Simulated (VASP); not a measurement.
Input:

```
CELL_PARAMETERS angstrom
      4.99808     0.00000     0.00000
      3.33205     3.72535     0.00000
      0.00000     0.00000    24.12856
ATOMIC_POSITIONS crystal
  Au 0.15000 0.15000 0.32981
  Au 0.45000 0.45000 0.36763
  Au 0.75000 0.75000 0.40545
  Au 0.05000 0.05000 0.44327
  Au 0.35000 0.35000 0.48109
  Au 0.65000 0.65000 0.51891
  Au 0.95000 0.95000 0.55673
  Au 0.25000 0.25000 0.59455
  Au 0.55000 0.55000 0.63237
  Au 0.85000 0.85000 0.67019
```

The numbers are results of PBEsol GGA, VASP's PBE PAW potentials (set 64) (plane waves; VASP 6.6.1), not measurements. Run with PREC = Normal, EDIFF = 1E-5, 400 eV cut-off, 8×8×1 Γ-centred mesh, first-order Methfessel-Paxton smearing of 0.10 eV, potentials Au.

Question: The ions are relaxed. Give the cell that the relaxation ends in.

Answer: 
```
CELL_PARAMETERS angstrom
      4.99808     0.00000     0.00000
      3.33205     3.72535     0.00000
      0.00000     0.00000    24.12856
ATOMIC_POSITIONS crystal
  Au 0.14605 0.14605 0.33768
  Au 0.45131 0.45131 0.36407
  Au 0.75747 0.75747 0.40161
  Au 0.04602 0.04602 0.44492
  Au 0.34624 0.34624 0.48101
  Au 0.65376 0.65376 0.51899
  Au 0.95398 0.95398 0.55508
  Au 0.24253 0.24253 0.59839
  Au 0.54869 0.54869 0.63593
  Au 0.85395 0.85395 0.66232
```

Question: How much energy does the relaxation gain?

Answer: The energy (σ→0) changes by -26.8 meV/atom, in 11 ionic steps.

The cell is a thin slab with vacuum, built from Au (fcc): (210) face.
